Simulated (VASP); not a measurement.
Method: PBE GGA, VASP's PBE PAW potentials (set 64) (plane waves; VASP).

VASP input:

**INCAR**
```
ALGO = Normal
EDIFF = 1E-6
ENCUT = 520
GGA = PE
ISIF = 2
ISMEAR = 0
LASPH = .TRUE.
LCHARG = .FALSE.
LMAXMIX = 6
LREAL = .FALSE.
LWAVE = .FALSE.
NELECT = 14.02
NELM = 100
PREC = Accurate
SIGMA = 0.05
SYSTEM = HfC
```

### KPOINTS
```
kpoints
0
gamma
  12 12 12
```

POSCAR:
```
HfC
1.0
  0.0000000000   2.3200000000   2.3200000000
  2.3200000000   0.0000000000   2.3200000000
  2.3200000000   2.3200000000   0.0000000000
Hf C
1 1
Direct
  0.0000000000   0.0000000000   0.0000000000
  0.5000000000   0.5000000000   0.5000000000
```

POTCAR, in this order: Hf_pv C (PBE.64 set). Program: vasp_std.

The resulting files:

File OSZICAR:
```
       N       E                     dE             d eps       ncg     rms          rms(c)
DAV:   1     0.238019245565E+02    0.23802E+02   -0.77446E+03  1584   0.121E+03
DAV:   2    -0.223974600540E+02   -0.46199E+02   -0.43353E+02  2157   0.210E+02
DAV:   3    -0.241022753293E+02   -0.17048E+01   -0.16883E+01  2029   0.311E+01
DAV:   4    -0.241162620986E+02   -0.13987E-01   -0.13975E-01  1906   0.310E+00
DAV:   5    -0.241164332295E+02   -0.17113E-03   -0.17110E-03  2134   0.285E-01    0.578E+01
DAV:   6    -0.209972867405E+02    0.31191E+01   -0.20017E+01  1781   0.232E+01    0.414E+01
DAV:   7    -0.209368576377E+02    0.60429E-01   -0.63482E-01  1854   0.615E+00    0.249E+01
DAV:   8    -0.209305099422E+02    0.63477E-02   -0.56494E-02  1776   0.236E+00    0.583E+00
DAV:   9    -0.209244939913E+02    0.60160E-02   -0.28514E-02  1788   0.102E+00    0.184E+00
DAV:  10    -0.209242954973E+02    0.19849E-03   -0.83797E-04  1882   0.253E-01    0.399E-01
DAV:  11    -0.209242855938E+02    0.99035E-05   -0.19498E-04  1793   0.100E-01    0.580E-02
DAV:  12    -0.209242833591E+02    0.22347E-05   -0.70779E-06  1851   0.241E-02    0.669E-02
DAV:  13    -0.209242825811E+02    0.77801E-06   -0.45071E-07   897   0.719E-03
   1 F= -.20924283E+02 E0= -.20923898E+02  d E =-.769795E-03
```

**OUTCAR**
```
------------------------ aborting loop because EDIFF is reached ----------------------------------------
  FORCE on cell =-STRESS in cart. coord.  units (eV):
  Direction    XX          YY          ZZ          XY          YZ          ZX
  --------------------------------------------------------------------------------------
  Total        0.3387044      0.3387044      0.3387044     -0.0000000     -0.0000000     -0.0000000
  in kB       21.7288871     21.7288871     21.7288871     -0.0000000     -0.0000000     -0.0000000
  external PRESSURE =      21.7288871 kB  Pullay stress =       0.0000000 kB
  volume of cell :       24.97
      direct lattice vectors                 reciprocal lattice vectors
     0.000000000  2.320000000  2.320000000    -0.215517241  0.215517241  0.215517241
     2.320000000  0.000000000  2.320000000     0.215517241 -0.215517241  0.215517241
     2.320000000  2.320000000  0.000000000     0.215517241  0.215517241 -0.215517241
 POSITION                                       TOTAL-FORCE (eV/Angst)
 -----------------------------------------------------------------------------------
      0.00000      0.00000      0.00000         0.000000      0.000000      0.000000
      2.32000      2.32000      2.32000        -0.000000     -0.000000     -0.000000
 -----------------------------------------------------------------------------------
    total drift:                                0.000000     -0.000000     -0.000000
  FREE ENERGIE OF THE ION-ELECTRON SYSTEM (eV)
  ---------------------------------------------------
  free  energy   TOTEN  =       -20.9242825811 eV

  energy  without entropy=      -20.9235127865  energy(sigma->0) =      -20.92389768
```
(Selected blocks of OUTCAR.)

The cell is charged, with a uniform compensating background.

The compound is HfC in the rock salt structure. The cell was not relaxed at this level. The run is one of a series of settings (ISMEAR = 0, NELECT = 14.02, SIGMA = 0.05 against the base run), some of them coarse on purpose.
